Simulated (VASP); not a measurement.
Level of theory: PBEsol GGA, VASP's PBE PAW potentials (set 64) (plane waves; VASP).

The input files of a VASP run:

POSCAR:
```
Na
1
   -2.0691802859     2.0691802859     2.0691802859
    2.0691802859    -2.0691802859     2.0691802859
    2.0691802859     2.0691802859    -2.0691802859
Na
1
Direct
  0.0000000000   0.0000000000   0.0000000000
```

INCAR:
```
! general
SYSTEM=Na
PREC  =Accurate
ENCUT =400
LREAL =.FALSE.
LASPH =.TRUE.

! electronic loop
EDIFF =1E-6
NELM  =100
ALGO  =Normal

! smearing
ISMEAR=1
SIGMA =0.1

! functional
GGA   =PS

! ions
IBRION=2
NSW   =60
ISIF  =3
EDIFFG=-0.01

! output
LWAVE =.FALSE.
LCHARG=.FALSE.
```

KPOINTS:
```
Automatic
0
Gamma
 11 11 11
0 0 0
```

POTCAR, in this order: Na_pv (PBE.64 set). Program: vasp_std.

Output of the run:

OSZICAR:
```
       N       E                     dE             d eps       ncg     rms          rms(c)
DAV:   1     0.179785476164E+02    0.17979E+02   -0.35448E+03   791   0.687E+02
DAV:   2    -0.102863560897E+01   -0.19007E+02   -0.18996E+02   798   0.134E+02
DAV:   3    -0.139992766562E+01   -0.37129E+00   -0.37129E+00  1015   0.270E+01
DAV:   4    -0.140316685160E+01   -0.32392E-02   -0.32392E-02  1022   0.217E+00
DAV:   5    -0.140319363933E+01   -0.26788E-04   -0.26788E-04   973   0.157E-01    0.236E-01
DAV:   6    -0.140158653283E+01    0.16071E-02   -0.31879E-03   896   0.110E+00    0.144E-01
DAV:   7    -0.140112682817E+01    0.45970E-03   -0.28400E-03   826   0.924E-01    0.454E-02
DAV:   8    -0.140107447885E+01    0.52349E-04   -0.20048E-04   882   0.340E-01    0.240E-03
DAV:   9    -0.140107451098E+01   -0.32133E-07   -0.85167E-07   602   0.151E-02
   1 F= -.14010745E+01 E0= -.14009503E+01  d E =-.140107E+01
       N       E                     dE             d eps       ncg     rms          rms(c)
DAV:   1    -0.140118449503E+01   -0.11002E-03   -0.33227E-03   798   0.130E+00    0.697E-02
DAV:   2    -0.140111037439E+01    0.74121E-04   -0.90239E-05   798   0.206E-01    0.351E-02
DAV:   3    -0.140108522686E+01    0.25148E-04   -0.44804E-05   798   0.139E-01    0.344E-03
DAV:   4    -0.140108322404E+01    0.20028E-05   -0.16368E-06   434   0.305E-02    0.294E-04
DAV:   5    -0.140108321635E+01    0.76889E-08   -0.37553E-08   413   0.304E-03
   2 F= -.14010832E+01 E0= -.14009588E+01  d E =-.870536E-05
```

### OUTCAR
```
------------------------ aborting loop because EDIFF is reached ----------------------------------------
  FORCE on cell =-STRESS in cart. coord.  units (eV):
  Direction    XX          YY          ZZ          XY          YZ          ZX
  --------------------------------------------------------------------------------------
  Total       -0.0008956     -0.0008956     -0.0008956      0.0000000      0.0000000      0.0000000
  in kB       -0.0405581     -0.0405581     -0.0405581      0.0000000      0.0000000      0.0000000
  external PRESSURE =      -0.0405581 kB  Pullay stress =       0.0000000 kB
  volume of cell :       35.38
      direct lattice vectors                 reciprocal lattice vectors
    -2.068065557  2.068065557  2.068065557     0.000000000  0.241771833  0.241771833
     2.068065557 -2.068065557  2.068065557     0.241771833  0.000000000  0.241771833
     2.068065557  2.068065557 -2.068065557     0.241771833  0.241771833  0.000000000
 POSITION                                       TOTAL-FORCE (eV/Angst)
 -----------------------------------------------------------------------------------
      0.00000      0.00000      0.00000         0.000000     -0.000000     -0.000000
 -----------------------------------------------------------------------------------
    total drift:                               -0.000000      0.000000      0.000000
  FREE ENERGIE OF THE ION-ELECTRON SYSTEM (eV)
  ---------------------------------------------------
  free  energy   TOTEN  =        -1.4010832163 eV

  energy  without entropy=       -1.4007099509  energy(sigma->0) =       -1.40095879

 reached required accuracy - stopping structural energy minimisation
```
(Selected blocks of OUTCAR.)

File CONTCAR:
```
Na
   1.00000000000000
    -2.0680655568082265    2.0680655568082265    2.0680655568082265
     2.0680655568082265   -2.0680655568082265    2.0680655568082265
     2.0680655568082265    2.0680655568082265   -2.0680655568082265
  Na
     1
Direct
     0.0000000000000000    0.0000000000000000    0.0000000000000000
```

The compound is Na in the bcc structure. This run relaxes it. Symmetry was kept, so distortions that lower it aren't found. The start is the result of an earlier pass.
